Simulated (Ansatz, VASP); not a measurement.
# Cross-check of CoSn between VASP and Ansatz, part 2 of 2

One calculation is typed for both programs; each brings its own data sets. How far apart do they land? The cell is taken from a series of runs on this material, whose earlier steps may have relaxed, scaled, displaced or heated it; both programs get it as it stands.

VASP 6.6.1 and Ansatz 0.2.0.

So far: The structure; VASP: relaxation of cell and atoms, PBE.

## 3. Ansatz: relaxation of cell and atoms, PBE

Level of this step: Ansatz beside VASP: Kohn-Sham DFT, plane waves, PBE (Ansatz).

Ansatz runs on its default PAW (the set named soft_2) files.

The same cell, functional, mesh and smearing now go to Ansatz, which takes its cutoff from its data sets.

input.yaml

```yaml
crystal:
  lattice:
    - [5.2953021024, 0.0, 0.0]
    - [-2.6476510512, 4.5858661414, 0.0]
    - [0.0, 0.0, 4.2361395529]
  atoms:
    - { symbol: Co, position: [0.0, 0.5, 0.0] }
    - { symbol: Co, position: [0.5, 0.5, 0.0] }
    - { symbol: Co, position: [0.5, 0.0, 0.0] }
    - { symbol: Sn, position: [0.6666666667, 0.3333333333, 0.5] }
    - { symbol: Sn, position: [0.3333333333, 0.6666666667, 0.5] }
    - { symbol: Sn, position: [0.0, 0.0, 0.0] }
kpoints:
  mp_grid: { grid: [6, 6, 6] }
hamiltonian:
  xc: pbe
scf:
  occupations: { method: methfessel_paxton, width: 0.2 }
output:
  forces: true
  stress: true
  eigenvalues: true
relax:
  adjacent_minimum: "off"
  f_tol: 0.001
  max_steps: 60
  cell: { stress_tol: 0.01 }
```

Command:

```
$ ansatz run input.yaml --threads 16 --pin off --max-ram 61440MiB --backend cuda --events-out ev --progress --plain --runs-dir out --max-vram 78GiB
```

Numbers of over 12 decimals in the logs are rounded to 6 here.

Log:

```text
Engine: ansatz 0.2.0, aarch64-unknown-linux-gnu
Pseudopotentials: kind: paw
Pseudopotential: Co, paw, valence charge 17, recommended cutoff 420 eV (normal), Co.paw.azcp
Pseudopotential: Sn, paw, valence charge 14, recommended cutoff 420 eV (normal), Sn.paw.azcp
Functional definition: PBE
  parameter kappa = 0.804
  parameter beta = 0.066725
  exchange = pbe_x(kappa = kappa, mu = beta*pi^2/3)
  correlation = pbe_c(beta = beta)
[...]
Crystal: 6 atoms, lattice volume = 102.868 Å³
Basis set: ecut = 420 eV, 2025 PW (Γ), exchange–correlation on 72×72×60 points (8 copies of the dense FFT grid, shifted against one another)
Bands: 56, of which v1, the nominal top of the filled ones, is band 47 counted from 1 (46 counted from 0)
Symmetry: 24 space group operations
Space group: P6/mmm (ITA 191), of the structure as read, at distance tolerance 4.7e-5 Å
k-points: 28 of 216
Non-local potential: Co, projectors of the file, l = 0: 3, l = 1: 2, l = 2: 3, l = 3: 1
Non-local potential: Sn, projectors of the file, l = 0: 2, l = 1: 2, l = 2: 2, l = 3: 2
PAW form: soft (Blöchl's): semilocal exchange-correlation on the pseudo side does not see the compensation charge
PAW one-centre angular grid: Co, 590 points (default); XC on 64 Gauss nodes
PAW one-centre angular grid: Sn, 590 points (default); XC on 64 Gauss nodes
Initial density: superposition of atomic densities (neutral atoms: chi_scale 0, normalization atom), corrected by the library's trained network
Initial wavefunctions: pseudopotential atomic-orbital guess
[...]
Functional: x = pbe(κ = 0.804, μ = 0.219515), c = pbe(β = 0.066725)
SCF iter   1: F=—  HF=-33451.584160 eV  |F-HF|=—  |Δ(HF+E_count)|=         —  Δρ=1.10e-2  dr2=1.07e-1  ethr=1.77e-3  ⟨swp⟩=7.3  Hψ=6345  notcnv=0
preconditioner: auto → LDOS  [metal: Δε(μ)=0.015 eV  Ē_g=14.130 eV  σ=0.200 eV  W_gap=0.06  n_scr=26 (ndim 8)  ℏωp=30.4 eV  f_vac=0.021  D(μ)=3.87/eV (n_scr^D=26)  β→1.0]
SCF iter   2: F=—  HF=-33451.593422 eV  |F-HF|=—  |Δ(HF+E_count)|=   9.26e-3  S|Δr|=    0.00e0  Δρ=1.79e-2  dr2=2.06e-1  ethr=1.15e-4  ⟨swp⟩=2.0  Hψ=2391  notcnv=0  defer=6
[...]
SCF iter   8: F=-33451.569208 eV  HF=-33451.569208 eV  |F-HF|=3.49e-9  |Δ(HF+E_count)|=   4.68e-8  S|Δr|=    0.00e0  Δρ=3.09e-6  dr2=8.46e-9  ethr=1.08e-10  ⟨swp⟩=8.0  Hψ=8001  notcnv=0
SCF 1 converged in 8 iterations: F = -33451.569208 eV  dr2 = 8.46e-9
  greatest PAW one-centre occupation: 1.001 electrons in one spin orbital (limit 2), on the Co atom at site 2 (counted from 0), in its partial waves of l = 1
relax step   1: F+E_penalty+E_count = -33451.56920835 eV  Δ(F+E_penalty+E_count) = +0.000e0 eV  max|allowed force component| = 8.327e-17 eV/Å  Δτ_max = 0.0000 Å  P = -0.070 GPa  Ω = 102.868 Å³  (8 SCF iters, dr2 threshold 1.00e-7 eV, accepted)
[...]
relax step   2: F+E_penalty+E_count = -33451.56931752 eV  Δ(F+E_penalty+E_count) = -1.092e-4 eV  max|allowed force component| = 6.476e-17 eV/Å  Δτ_max = 0.0000 Å  P = +0.010 GPa  Ω = 102.804 Å³  energy of the carried Pulay correction = +4.102e-5 eV  (5 SCF iters, dr2 threshold 1.16e-7 eV, accepted)
[...]
relax step   3: F+E_penalty+E_count = -33451.56931159 eV  Δ(F+E_penalty+E_count) = +5.929e-6 eV  max|allowed force component| = 7.401e-17 eV/Å  Δτ_max = 0.0000 Å  P = -0.002 GPa  Ω = 102.814 Å³  energy of the carried Pulay correction = +3.483e-5 eV  (5 SCF iters, dr2 threshold 3.08e-10 eV, accepted)
[...]
relax step   4: F+E_penalty+E_count = -33451.56926541 eV  Δ(F+E_penalty+E_count) = +4.618e-5 eV  max|allowed force component| = 8.327e-17 eV/Å  Δτ_max = 0.0000 Å  P = -0.002 GPa  Ω = 102.814 Å³  stress off target by 2.53e-3 GPa  SCF on the basis re-selected at this cell (its energy is not comparable with the rows above)  (6 SCF iters)
[...]
SCF converged after 6 iterations
Stability not checked: this state was not tested for a lower state beside it, because cold or Methfessel-Paxton smearing, or corrected tetrahedra, fill the levels in a way that the test cannot read (fill_not_monotonic; see scf.lower_state_search)
Free energy (F): -33451.569265 eV
Harris-Foulkes:  -33451.569265 eV  (|F-HF|=0.00e0)
Internal energy: -33451.583967 eV  (E = F + TS)
E sigma→0 (E₀):  -33451.572941 eV
Entropy (-TS):   0.014701 eV (2.450 meV/atom)
Fermi energy:    14.585813 eV
--- Per-component energies (eV) ---
  E_band       = -994.564808
  E_kinetic    = 1931.028523
  E_local      = -13451.471414  (includes V_loc(G=0)·N_el)
  E_nonlocal   = 1282.197251
  E_hartree    = 6355.547227
  E_xc         = -1623.829212
  E_vxc        = -903.670153  (∫ρ·V_xc dr)
  E_paw        = -16973.273624  (= ΣΔE_a)
  E_vpaw       = -2563.743705  (= ΣTr[D̂ρ^β])
  E_aug_tail   = 0.000242  (compensation charges beyond the density's cutoff)
  E_ewald      = -10971.782961
  E_smearing   = 0.014701  (= −TS)
  E_closure    = -0.000000  (closes the sum)
  Σ components = -33451.569265   (vs F -33451.569265, Δ=0.00e0)
--- Forces (eV/Å), atoms counted from 1 ---
  atom   1  Co    -0.00000000    -0.00000000    -0.00000000
  atom   2  Co    -0.00000000     0.00000000    -0.00000000
  atom   3  Co    -0.00000000     0.00000000    -0.00000000
  atom   4  Sn    -0.00000000    -0.00000000     0.00000000
  atom   5  Sn     0.00000000     0.00000000    -0.00000000
  atom   6  Sn     0.00000000    -0.00000000    -0.00000000
  max |Σ_I F_I| component: 4.63e-18 eV/Å
--- Stress (GPa, compression-positive) ---
       -0.002534       0.000000      -0.000000
        0.000000      -0.002534      -0.000000
       -0.000000      -0.000000      -0.001199
  P = ⅓ Tr σ = -0.0021 GPa (-0.021 kbar)
--- Band table (eV; the first three rows and the last of 28) ---
  k-point 0: bands = [... 43 lower, 14.1829, 14.2127, 14.2127, 15.1265, 15.1938, 15.9628, 15.9628, 17.4965, ... 5 higher]
  k-point 1: bands = [... 43 lower, 14.1847, 14.1903, 14.1903, 15.1266, 15.1737, 15.5980, 15.5980, 17.3285, ... 5 higher]
  k-point 2: bands = [... 43 lower, 14.1484, 14.1719, 14.1719, 14.5829, 14.5829, 14.8176, 15.1270, 16.3868, ... 5 higher]
  k-point 27: bands = [... 43 lower, 13.8670, 14.0005, 14.0005, 14.1252, 14.4929, 15.8974, 17.9370, 17.9370, ... 5 higher]
--- Relaxed structure (3 steps of the walk, 3 accepted, 1 SCFs on fresh bases) ---
  F+E_penalty+E_count = -33451.56926541 eV   max|allowed force component| = 8.327e-17 eV/Å   (the final SCF, on the basis selected at the relaxed cell)
  cell:  # Å, volume = 102.8138 Å³
    - [5.296495, 0.0, 0.0]
    - [-2.648247, 4.586899, 0.0]
    - [0.0, 0.0, 4.231981]
  atoms:
    - { symbol: Co, position: [0.0, 0.500000, 0.0] }
    - { symbol: Co, position: [0.500000, 0.500000, 0.0] }
    - { symbol: Co, position: [0.500000, 0, 0.0] }
    - { symbol: Sn, position: [0.666667, 0.333333, 0.5] }
    - { symbol: Sn, position: [0.333333, 0.666667, 0.5] }
    - { symbol: Sn, position: [0, 0, 0.0] }
```

## 4. Side by side

Known differences besides the potentials themselves: the data sets hold 93 valence electrons in Ansatz (on its default PAW (the set named soft_2) files) and 69 in VASP; the cutoff is 420 eV in Ansatz and 600 eV in VASP; Ansatz adds a Pulay correction to the stress that steers its cell, VASP none. Total energies have different zeros and are not compared.

Both answers:

```
                                         quantity  Ansatz    VASP  difference
                                      volume (Å³)  102.81  102.76     +0.05 %
edge a after relaxation, in the typed setting (Å)   5.296   5.297     -0.01 %
edge c after relaxation, in the typed setting (Å)   4.232   4.229     +0.08 %
```

## 5. Results

```
difference in edge c after relaxation, in the typed setting (relaxation of cell and atoms, PBE) : 0.076 %
```

The difference in edge c after relaxation, in the typed setting is 0.076 % (relaxation of cell and atoms, PBE), within the 1.2 % picked in this series as the mark of a large difference, as far as the stopping tolerances let one tell. The data sets hold unlike numbers of valence electrons (93 in Ansatz and 69 in VASP), so part of the differences comes from the potentials. How closely two codes agree says nothing of how well the functional describes the real material.

[Lines on the potential files, build, host, timing and source positions are cut from VASP's logs without a mark.]

[Logs are printed without paths, hosts, clocks, repeated set-up lines and the standing remarks that a program may print on its own settings, such as how far it seeks lower states.]

[Hosts, paths, dates, database ids (printed as entryN), source tags and the programs' standing remarks are cut or masked in the printed files.]
